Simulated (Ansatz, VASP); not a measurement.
# Cross-check of Ga13P9O42 (amorphous 59Ga2O3-41P2O5 (mol %)) between VASP and Ansatz, part 3 of 3

Wanted: the spread between two codes on one cell, functional and k mesh. Of the first pair: The cell is taken from a series of runs on this material, whose earlier steps may have relaxed, scaled, displaced or heated it; both programs get it as it stands.

VASP 6.6.1 and Ansatz 0.2.0.

So far. Step 5 (VASP: single point, PBE, pair 2): The run ends at a pressure of -0.12 GPa, with forces up to 0.53 eV/Å.

## (9) VASP: single point, PBE, start cell, pair 3

Level of this step: PBE; plane waves and PAW (Ga_d, P, O) (VASP).

The same cell, functional and mesh now go to VASP, with its own data sets.

Input file INCAR:

```
SYSTEM = Ga13P9O42
PREC = Accurate
ENCUT = 520
EDIFF = 1E-06
NELM = 120
ISMEAR = 0
SIGMA = 0.01
LREAL = Auto
ALGO = Normal
GGA = PE
NBANDS = 280
LORBIT = 11
LWAVE = .FALSE.
LCHARG = .FALSE.
ISIF = 2
LASPH = .TRUE.
GGA_COMPAT = .FALSE.
EFERMI = MIDGAP
NCORE = 2
```

Input file POSCAR:

```
Ga13P9O42
1.0
    9.2078100000      0.0000000000      0.0000000000
    0.0000000000      9.2078100000      0.0000000000
    0.0000000000      0.0000000000      9.2078100000
Ga P O
13 9 42
Direct
    0.4272460009      0.2839437391      0.8608127231
    0.9632149230      0.8684366858      0.9007353540
    0.0369034548      0.8906786739      0.2672622480
    0.9679934751      0.0425508346      0.5806701051
    0.5904987179      0.9233574542      0.3326849707
    0.9683953079      0.5603286775      0.0422358845
    0.8362683418      0.2447270306      0.9570353863
    0.3821972869      0.3483347289      0.5358060168
    0.4279953648      0.7682717172      0.0571254185
    0.6306059747      0.0474054091      0.6644142310
    0.9253448974      0.6774249251      0.6629698050
    0.7607780786      0.3975320950      0.6050081398
    0.5767929616      0.6615579600      0.5480130454
    0.2874733514      0.9990649242      0.4825143004
    0.6448330276      0.0085905335      0.9826549418
    0.2161751817      0.5676268298      0.2745821210
    0.7906766104      0.2039898738      0.3261470426
    0.6489382383      0.5548116219      0.8889627392
    0.0827558344      0.3441643561      0.7332362418
    0.7842147047      0.6701702142      0.3220092508
    0.2886788498      0.7676526775      0.7085723967
    0.2081385259      0.0614261154      0.0264015005
    0.9743902187      0.4527786738      0.6658152156
    0.8186637213      0.2259386325      0.1661632896
    0.3866826097      0.9217827040      0.3769843209
    0.3121371966      0.1593429925      0.4692863993
    0.8905700704      0.8961197071      0.6903052952
    0.3370834107      0.6452783018      0.1911746659
    0.6042479156      0.9380080605      0.1243726793
    0.6167590339      0.6772946010      0.9922989288
    0.6404020066      0.1366448700      0.3568383796
    0.1179433546      0.6831374670      0.3455001787
    0.3255931649      0.9525500635      0.0667259642
    0.6246327846      0.8859652838      0.5404651052
    0.3326958310      0.7484950276      0.8646681458
    0.3090528584      0.9235638007      0.6356777562
    0.9112047273      0.6678461002      0.8756370950
    0.8110614793      0.0093941991      0.9635515937
    0.8141240968      0.3379848194      0.4172436225
    0.0684527591      0.2004059597      0.6531194714
    0.2883747601      0.1972999008      0.9780501552
    0.1050847053      0.0672907021      0.1551943405
    0.0219922001      0.3270701720      0.8876377771
    0.8865951839      0.0903146351      0.3997041642
    0.0401181171      0.7889063740      0.0817784033
    0.2762111729      0.4653766748      0.3903208255
    0.1287493986      0.9603369314      0.4540927756
    0.7790560405      0.2004602615      0.7034028721
    0.1293575780      0.7311293348      0.6910981004
    0.5095782819      0.4652246300      0.8758325813
    0.6861023414      0.6001101239      0.7316614917
    0.8217263388      0.6352650630      0.4810155726
    0.5669534884      0.4426351108      0.5367182859
    0.6188224996      0.6893495848      0.3335646587
    0.8355732796      0.5744797080      0.2018503857
    0.6027600483      0.1686611692      0.9678848716
    0.5836892812      0.9420046678      0.8451738253
    0.4864457455      0.1957142904      0.6860263190
    0.3883551029      0.6770122320      0.6140656682
    0.1201262841      0.0067985764      0.8947838846
    0.7610170062      0.4396702365      0.9320783118
    0.1246224672      0.4911048338      0.1582678183
    0.2425223805      0.3845757026      0.7210074926
    0.8361271573      0.8261030582      0.2973779867
```

Input file KPOINTS:

```
Automatic mesh
0
Gamma
1 1 1
0 0 0
```

The projector-augmented-wave data sets are Ga_d, P and O (PBE family, release 64).

Command:

```bash
$ mpirun -np 8 vasp_gam
```

Numbers of over 12 decimals in the logs are rounded to 6 here.

The program printed:

```text
[... set-up lines as in an earlier step ...]
 entering main loop
       N       E                     dE             d eps       ncg     rms          rms(c)
DAV:   1     0.121534781341E+05    0.12153E+05   -0.18705E+05   632   0.281E+03
DAV:   2     0.294709388234E+04   -0.92064E+04   -0.85502E+04   560   0.882E+02
DAV:   3    -0.834023866170E+02   -0.30305E+04   -0.28607E+04   752   0.362E+02
DAV:   4    -0.457592611222E+03   -0.37419E+03   -0.36809E+03   752   0.138E+02
[...]
DAV:  16    -0.411110211125E+03   -0.28187E-05   -0.93521E-05   648   0.411E-02    0.118E-02
DAV:  17    -0.411110209128E+03    0.19966E-05   -0.22564E-05   888   0.370E-02    0.556E-03
DAV:  18    -0.411110208989E+03    0.13961E-06   -0.81352E-06   560   0.117E-02
   1 F= -.41111021E+03 E0= -.41111021E+03  d E =0.000000E+00
```

OUTCAR, selected parts (step 9):

```text
  Total       12.7417697    -11.0325731     -4.6004752      2.6605920     12.6168665      5.3454260
  in kB       26.1499755    -22.6421857     -9.4415703      5.4603417     25.8936362     10.9704353
  external PRESSURE =      -1.9779268 kB  Pullay stress =       0.0000000 kB

 POSITION                                       TOTAL-FORCE (eV/Angst)
 -----------------------------------------------------------------------------------
      3.93400      2.61450      7.92620         0.642729     -1.469719      0.015755
      8.86910      7.99640      8.29380         1.136117      0.382999      1.607337
      0.33980      8.20120      2.46090         0.754276     -1.411713     -1.989760
      8.91310      0.39180      5.34670        -0.281244      1.259289     -0.055491
      5.43720      8.50210      3.06330         0.556758      1.502058      1.473557
      8.91680      5.15940      0.38890         1.194534      2.375885      1.114511
      7.70020      2.25340      8.81220        -1.146956     -0.877917     -0.487370
      3.51920      3.20740      4.93360         0.102780     -0.658186     -0.173956
      3.94090      7.07410      0.52600        -1.720305      0.165558     -1.170021
      5.80650      0.43650      6.11780        -0.309678      0.719104      0.880483
      8.52040      6.23760      6.10450         1.208270      0.422320      0.725683
      7.00510      3.66040      5.57080        -0.291075     -2.424897     -0.378939
      5.31100      6.09150      5.04600        -0.598490      0.224297      0.299186
      2.64700      9.19920      4.44290         1.702488     -0.000837     -0.498776
[...]
-----------------------------------------------------------------------------------
    total drift:                               -0.010349      0.019163     -0.004706

  FREE ENERGIE OF THE ION-ELECTRON SYSTEM (eV)
  ---------------------------------------------------
  free  energy   TOTEN  =      -411.1102089886 eV

  energy  without entropy=     -411.1102089886  energy(sigma->0) =     -411.11020899

[... 1 part as in an earlier step ...]

[... 1 further part left out ...]
```

The run ends at a pressure of -0.20 GPa, with forces up to 3.2 eV/Å.

## (10) Comparison

What differs besides the data sets and the points named for the pairs above, as far as they apply: the cutoff is 420 eV in Ansatz and 520 eV in VASP (PREC = Accurate, projectors in real space). Total energies have different zeros and are not compared.

Forces on 10 of the 64 atoms, those with the largest forces and the largest differences (eV/Å; atoms numbered as in POSCAR):

| atom | Ansatz x, y, z | VASP x, y, z |
| --- | --- | --- |
| Ga6 | 1.194, 2.428, 1.131 | 1.195, 2.376, 1.115 |
| O23 | -1.517, 2.082, -1.658 | -1.444, 2.023, -1.613 |
| O24 | 0.684, 0.538, -1.092 | 0.655, 0.516, -0.930 |
| O28 | 2.488, 0.844, -1.182 | 2.382, 0.766, -1.106 |
| O29 | -1.184, -1.931, 1.393 | -1.139, -1.854, 1.241 |
| O33 | 2.006, -1.660, 0.638 | 1.920, -1.564, 0.607 |
| O41 | 0.412, 2.098, -0.045 | 0.331, 1.968, -0.001 |
| O44 | 2.558, -2.066, 0.217 | 2.495, -1.988, 0.148 |
| O52 | 0.581, -1.455, 2.781 | 0.551, -1.439, 2.670 |
| O62 | -1.041, -1.860, -1.643 | -0.968, -1.828, -1.557 |

The forces differ by 55 meV/Å r.m.s., which is 4.9 % of the r.m.s. force of 1.119 eV/Å (both taken over all components).

## (11) Results

- r.m.s. force difference (single point, PBE, pair 1): 48 meV/Å
- r.m.s. force difference (single point, PBE, pair 2): 47 meV/Å
- r.m.s. force difference (single point, PBE, start cell, pair 3): 4.9 % of the r.m.s. force

The r.m.s. force difference is 48 meV/Å (single point, PBE, pair 1), beyond the 12 meV/Å picked in this series as the mark of a large difference. What causes the difference of the single point, PBE, pair 1 pair stays open here. What causes the difference of the single point, PBE, pair 2 pair stays open here. What causes the difference of the single point, PBE, start cell, pair 3 pair stays open here. 3 further runs of this series are not shown here. Such differences can come from data sets, numerical settings and the points named under the comparisons, not from the functional's error against experiment.

[Lines on the potential files, build, host, timing and source positions are cut from VASP's logs without a mark.]

[Logs are printed without paths, hosts, clocks, repeated set-up lines and the standing remarks that a program may print on its own settings, such as how far it seeks lower states.]

[Hosts, paths, dates, database ids (printed as entryN), source tags and the programs' standing remarks are cut or masked in the printed files.]
